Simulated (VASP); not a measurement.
Input of a VASP 6.6.1 run:

The input INCAR:

```
SYSTEM = Be12Al
  PREC = Accurate
  ENCUT = 520
  EDIFF = 1E-6
  ISMEAR = 0
  SIGMA = 0.05
  LREAL = .False.
  LASPH = .True.
  NELM = 100
  ALGO = Normal
  ISIF = 2
  LWAVE = .False.
  LCHARG = .True.
  GGA = PS
  LELF = .True.
  LVHAR = .True.
  NBANDS = 26
```

The input KPOINTS:

```
Automatic mesh
0
Gamma
  4 4 1
  0 0 0
```

POSCAR

```
Be12Al
1.0
    4.5800000000      0.0000000000      0.0000000000
    2.2900000000      3.9663960000      0.0000000000
    0.0000000000      0.0000000000     14.5884300000
Be Al
12 1
Direct
    0.0000000000      0.0000000000      0.0685474722
    0.5000000000      0.0000000000      0.0685474722
    0.0000000000      0.5000000000      0.0685474722
    0.5000000000      0.5000000000      0.0685474722
   -0.1629926410      0.3328573345      0.1902294490
    0.3326030163      0.3316118713      0.1903886847
   -0.1683727079      0.8336598262      0.1914232032
    0.3331276593      0.8346647687      0.1897148631
   -0.0011162990      0.0021989736      0.3121222092
    0.4997985927     -0.0002364867      0.3187718624
    0.0007847611      0.5007636656      0.3152422845
    0.5059766598      0.4966261563      0.3079048259
    0.2559113584      0.6703231347      0.4586913739
```

Potentials or basis: VASP PAW PBE potentials, release 64 (Be, Al).

The run is started by

```bash
$ cat potpaw_PBE.64/Be/POTCAR potpaw_PBE.64/Al/POTCAR > POTCAR
$ mpirun -np 1 vasp_std > vasp.out
```

(1) Estimate the band gap on the k mesh.

(2) Estimate the largest force.

## Answers

(1) none (metal or under the smearing width).

(2) 0.101 eV/Å.

Caveat: the k mesh is coarse (spacing up to 0.40 Å⁻¹), so the values aren't converged; the PAW data sets were made with another functional, which shifts forces and pressure a little.
